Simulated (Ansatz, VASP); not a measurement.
# SrLiH3 in two plane-wave programs, part 2 of 2

Aim: how closely do two programs agree when they are given the same cell, functional and k mesh? The cell is generated by rule, not measured, and may not be a known phase. The cell is taken from a series of runs on this material, whose earlier steps may have relaxed, scaled, displaced or heated it; both programs get it as it stands.

VASP 6.6.1 and Ansatz 0.2.0.

So far: The starting structure; VASP: relaxation of cell and atoms, PBEsol.

The structure was built from a prototype and need not be the compound's stable phase.

## 3. Ansatz: relaxation of cell and atoms, PBEsol

Level of this step: Ansatz beside VASP: Kohn-Sham DFT, plane waves, PBEsol (Ansatz).

Ansatz runs on its PAW soft_1 files.

The same cell, functional and mesh now go to Ansatz, which takes its cutoff from its data sets.

input.yaml

```yaml
crystal:
  lattice:
    - [3.7520081066, 0.0, 0.0]
    - [0.0, 3.7520081066, 0.0]
    - [0.0, 0.0, 3.7520081066]
  atoms:
    - { symbol: Li, position: [0.0, 0.0, 0.0] }
    - { symbol: Sr, position: [0.5, 0.5, 0.5] }
    - { symbol: H, position: [0.0, 0.5, 0.0] }
    - { symbol: H, position: [0.0, 0.0, 0.5] }
    - { symbol: H, position: [0.5, 0.0, 0.0] }
kpoints:
  mp_grid: { grid: [6, 6, 6] }
hamiltonian:
  xc: pbesol
  pseudopotentials: { kind: paw, azcp: { folder: soft_1 }, xc_functional: pbe }
scf:
  occupations: { method: fixed }
output:
  forces: true
  stress: true
  eigenvalues: true
relax:
  adjacent_minimum: "off"
  f_tol: 0.001
  max_steps: 60
  cell: { stress_tol: 0.01 }
```

Launch:

```bash
ansatz run input.yaml --threads 8 --pin off --max-ram 16384MiB --backend cpu --events-out ev --progress --plain --runs-dir out
```

Numbers of over 12 decimals in the logs are rounded to 6 here.

Log:

```text
Engine: ansatz 0.2.0, x86_64-unknown-linux-gnu
Pseudopotentials: kind: paw
Pseudopotential: Li, paw, valence charge 3, recommended cutoff 420 eV (normal), soft_1/Li.paw.azcp
Pseudopotential: Sr, paw, valence charge 10, recommended cutoff 420 eV (normal), soft_1/Sr.paw.azcp
Pseudopotential: H, paw, valence charge 1, recommended cutoff 420 eV (normal), soft_1/H.paw.azcp
Functional definition: PBEsol
  exchange = pbesol_x
  correlation = pbesol_c
Crystal: 5 atoms, lattice volume = 52.819 Å³
Basis set: ecut = 420 eV, 1021 PW (Γ), exchange–correlation on 54×54×54 points (8 copies of the dense FFT grid, shifted against one another)
Bands: 13, of which v1, the nominal top of the filled ones, is band 8 counted from 1 (7 counted from 0)
Symmetry: 48 space group operations
Space group: Pm-3m (ITA 221), of the structure as read, at distance tolerance 3.8e-5 Å
k-points: 20 of 216
Non-local potential: Li, projectors of the file, l = 0: 3, l = 1: 2, l = 2: 1
Non-local potential: Sr, projectors of the file, l = 0: 3, l = 1: 2, l = 2: 2
Non-local potential: H, projectors of the file, l = 0: 2, l = 1: 1
PAW form: soft (Blöchl's): semilocal exchange-correlation on the pseudo side does not see the compensation charge
PAW frozen core: Sr, regenerated for the run's functional, and the local potential with it (the file was generated under x = pbe(κ = 0.804, μ = 0.219515), c = pbe(β = 0.066725))
PAW one-centre angular grid: Li, 110 points (default); XC on 64 Gauss nodes
PAW one-centre angular grid: Sr, 110 points (default); XC on 64 Gauss nodes
PAW one-centre angular grid: H, 110 points (default); XC on 64 Gauss nodes
Initial density: superposition of atomic densities (chi_scale 0.1, normalization cell, long waves kept (reshape's long-wave potential 0.00 eV rms))
Initial wavefunctions: pseudopotential atomic-orbital guess
Functional: x = pbesol(κ = 0.804, μ = 0.123457), c = pbesol(β = 0.046)
SCF iter   1: F=—  HF=-3745.515427 eV  |F-HF|=—  |Δ(HF+E_count)|=         —  Δρ=5.49e-2  dr2=1.72e0  ethr=3.10e-3  ⟨swp⟩=4.9  Hψ=1489  notcnv=0  defer=34
preconditioner: auto → none  [insulator: Δε(μ)=2.732 eV  Ē_g=14.745 eV  n_scr=6 (ndim 8)  ℏωp=17.7 eV  f_vac=0.000  ε∞_Penn≈2.4]
SCF iter   2: F=—  HF=-3744.937504 eV  |F-HF|=—  |Δ(HF+E_count)|=   5.78e-1  Δρ=1.34e-2  dr2=9.24e-2  ethr=3.10e-3  ⟨swp⟩=3.1  Hψ=585  notcnv=0  defer=48
SCF iter   3: F=—  HF=-3744.923145 eV  |F-HF|=—  |Δ(HF+E_count)|=   1.44e-2  Δρ=2.60e-3  dr2=2.52e-3  ethr=5.78e-4  ⟨swp⟩=2.0  Hψ=343  notcnv=0  defer=48
SCF iter   4: F=—  HF=-3744.924712 eV  |F-HF|=—  |Δ(HF+E_count)|=   1.57e-3  Δρ=5.83e-4  dr2=7.55e-5  ethr=1.58e-5  ⟨swp⟩=2.9  Hψ=425  notcnv=0  defer=53
SCF iter   5: F=—  HF=-3744.924797 eV  |F-HF|=—  |Δ(HF+E_count)|=   8.50e-5  Δρ=3.05e-5  dr2=1.70e-7  ethr=4.72e-7  ⟨swp⟩=2.3  Hψ=357  notcnv=0  defer=44
SCF iter   6: F=-3744.924797 eV  HF=-3744.924797 eV  |F-HF|=2.21e-9  |Δ(HF+E_count)|=   9.11e-9  Δρ=4.93e-6  dr2=4.94e-9  ethr=6.25e-10  ⟨swp⟩=13.4  Hψ=1901  notcnv=0
SCF 1 converged in 6 iterations: F = -3744.924797 eV  dr2 = 4.94e-9
  greatest PAW one-centre occupation: 1.000 electrons in one spin orbital (limit 2), on the Li atom at site 0 (counted from 0), in its partial waves of l = 0
relax step   1: F+E_penalty+E_count = -3744.92479703 eV  Δ(F+E_penalty+E_count) = +0.000e0 eV  max|allowed force component| = 9.240e-30 eV/Å  Δτ_max = 0.0000 Å  P = +0.002 GPa  Ω = 52.819 Å³  (6 SCF iters, dr2 threshold 1.00e-7 eV, accepted)
Initial density: handed on by an earlier stage of this run
Initial wavefunctions: pseudopotential atomic-orbital guess (no wavefunctions were taken with the density)
iter 1 solved again at ethr=7.94e-7 eV; its pass at ethr=3.10e-3 eV (dr2=1.27e-4 eV) is discarded
SCF iter   1: F=—  HF=-3744.924812 eV  |F-HF|=—  |Δ(HF+E_count)|=         —  Δρ=5.39e-6  dr2=4.67e-9  ethr=7.94e-7  ⟨swp⟩=3.3  Hψ=2293  notcnv=0  defer=52
eigensolver tolerance schedule: the retry pair's looser diagonalisation over-reported the residual by 27231.88 of it (diagonalisation noise at an unbounded share of the residual, at the tolerance the schedule requests for it); recorded, not acted on — ethr = c·dr2/N_el stays at c = 1.0e-1
preconditioner: auto → none  [insulator: Δε(μ)=1.618 eV  Ē_g=14.831 eV  n_scr=6 (ndim 8)  ℏωp=17.7 eV  f_vac=0.000  ε∞_Penn≈2.4]
SCF iter   2: F=—  HF=-3744.924797 eV  |F-HF|=—  |Δ(HF+E_count)|=   1.46e-5  Δρ=2.23e-6  dr2=7.05e-10  ethr=2.92e-11  ⟨swp⟩=3.9  Hψ=599  notcnv=0  defer=51
SCF iter   3: F=—  HF=-3744.924797 eV  |F-HF|=—  |Δ(HF+E_count)|=  2.55e-10  Δρ=7.27e-7  dr2=6.35e-11  ethr=4.40e-12  ⟨swp⟩=2.0  Hψ=391  notcnv=0  defer=51
SCF iter   4: F=—  HF=-3744.924797 eV  |F-HF|=—  |Δ(HF+E_count)|=  4.87e-11  Δρ=1.95e-7  dr2=3.96e-12  ethr=1.00e-12  ⟨swp⟩=1.0  Hψ=240  notcnv=0  defer=51
SCF iter   5: F=-3744.924797 eV  HF=-3744.924797 eV  |F-HF|=9.09e-13  |Δ(HF+E_count)|=  6.37e-12  Δρ=2.19e-8  dr2=1.38e-13  ethr=1.00e-12  ⟨swp⟩=13.8  Hψ=1819  notcnv=0
SCF 2 converged in 5 iterations: F = -3744.924797 eV  dr2 = 1.38e-13
relax step   2: F+E_penalty+E_count = -3744.92479703 eV  Δ(F+E_penalty+E_count) = -1.453e-9 eV  max|allowed force component| = 2.615e-30 eV/Å  Δτ_max = 0.0000 Å  P = +0.002 GPa  Ω = 52.819 Å³  stress off target by 2.37e-3 GPa  SCF on the basis re-selected at this cell (its energy is not comparable with the rows above)  (5 SCF iters)
basis re-selected at this cell: Δ(F+E_penalty+E_count) = -1.453e-9 eV, ΔP = -0.000 GPa vs the last step (what re-selecting the basis moved, of the pressure what is left beyond the Pulay correction that the steps carried, after the strain that the cell walked since its last selection, with what the two solves' SCF thresholds leave and, on support functions, any second-order correction that the steps lacked; it is no m [...]
SCF converged after 5 iterations
Free energy (F): -3744.924797 eV
Harris-Foulkes:  -3744.924797 eV  (|F-HF|=9.09e-13)
Internal energy: -3744.924797 eV  (E = F + TS)
E sigma→0 (E₀):  -3744.924797 eV
Fermi energy:    5.641801 eV
--- Per-component energies (eV) ---
  E_band       = -182.371311
  E_kinetic    = 290.680754
  E_local      = -771.666907  (includes V_loc(G=0)·N_el)
  E_nonlocal   = 216.164463
  E_hartree    = 173.639486
  E_xc         = -210.306833
  E_vxc        = -203.043803  (∫ρ·V_xc dr)
  E_paw        = -2664.356166  (= ΣΔE_a)
  E_vpaw       = -61.782413  (= ΣTr[D̂ρ^β])
  E_aug_tail   = -0.002379  (compensation charges beyond the density's cutoff)
  E_ewald      = -779.211564
  E_core_change = 0.134348  (= ΣΔE_core)
  E_smearing   = -0.000000  (= −TS)
  E_closure    = 0.000000  (closes the sum)
  Σ components = -3744.924797   (vs F -3744.924797, Δ=0.00e0)
--- Forces (eV/Å), atoms counted from 1 ---
  atom   1  Li    -0.00000000    -0.00000000    -0.00000000
  atom   2  Sr     0.00000000     0.00000000     0.00000000
  atom   3  H     -0.00000000    -0.00000000    -0.00000000
  atom   4  H      0.00000000     0.00000000    -0.00000000
  atom   5  H      0.00000000    -0.00000000    -0.00000000
  max |Σ_I F_I| component: 2.74e-30 eV/Å
--- Stress (GPa, compression-positive) ---
        0.002367      -0.000000       0.000000
        0.000000       0.002367       0.000000
        0.000000       0.000000       0.002367
  P = ⅓ Tr σ = 0.0024 GPa (0.024 kbar)
--- Band table (eV; the first three rows and the last of 20) ---
  k-point 0: bands = [... 4 lower, -10.6693, -0.5435, 4.3464, 4.3464, 11.1061, 11.1061, 11.1061, 11.7970, ... 1 higher]
  k-point 1: bands = [... 4 lower, -10.6588, -0.2228, 3.9690, 4.5713, 10.3094, 10.3094, 10.8420, 11.1042, ... 1 higher]
  k-point 2: bands = [... 4 lower, -10.6377, 0.6068, 2.9888, 5.1704, 9.2018, 9.4139, 9.4139, 12.3095, ... 1 higher]
  k-point 19: bands = [... 4 lower, -10.9624, 2.2698, 2.2698, 2.2698, 10.6696, 11.3077, 11.3077, 11.3077, ... 1 higher]
--- Relaxed structure (1 steps of the walk, 1 accepted, 1 SCFs on fresh bases) ---
  F+E_penalty+E_count = -3744.92479703 eV   max|allowed force component| = 2.615e-30 eV/Å   (the final SCF, on the basis selected at the relaxed cell)
  cell:  # Å, volume = 52.8191 Å³
    - [3.7520081066, 0.0, 0.0]
    - [0.0, 3.7520081066, 0.0]
    - [0.0, 0.0, 3.7520081066]
  atoms:
    - { symbol: Li, position: [0.0, 0.0, 0.0] }
    - { symbol: Sr, position: [0.5, 0.5, 0.5] }
    - { symbol: H, position: [0.0, 0.5, 0.0] }
    - { symbol: H, position: [0.0, 0.0, 0.5] }
    - { symbol: H, position: [0.5, 0.0, 0.0] }
```

## 4. Differences

Known differences besides the potentials themselves: fixed occupations in Ansatz, narrow Gaussian smearing in VASP; the cutoff is 420 eV in Ansatz and 750 eV in VASP; Ansatz makes its cores anew for this functional, VASP keeps those of its PBE data sets; Ansatz adds a Pulay correction to the stress that steers its cell, VASP none. Total energies have different zeros and are not compared.

The two programs side by side:

```csv
quantity,Ansatz,VASP,difference
volume (Å³),52.82,53.09,-0.50 %
"edge a after relaxation, in the typed setting (Å)",3.752,3.758,-0.17 %
```

## 5. Results

| Item | Value |
| --- | --- |
| difference in volume (relaxation of cell and atoms, PBEsol) | -0.50 % |

**Reading.** The difference in volume is -0.50 % (relaxation of cell and atoms, PBEsol), within the 1.2 % picked in this series as the mark of a large difference, as far as the stopping tolerances let one tell. Such differences can come from data sets, numerical settings and the points named under the comparisons, not from the functional's error against experiment.

[Lines on the potential files, build, host, timing and source positions are cut from VASP's logs without a mark.]

[Logs are printed without paths, hosts, clocks, repeated set-up lines and the standing remarks that a program may print on its own settings, such as how far it seeks lower states.]

[Hosts, paths, dates, database ids (printed as entryN), source tags and the programs' standing remarks are cut or masked in the printed files.]
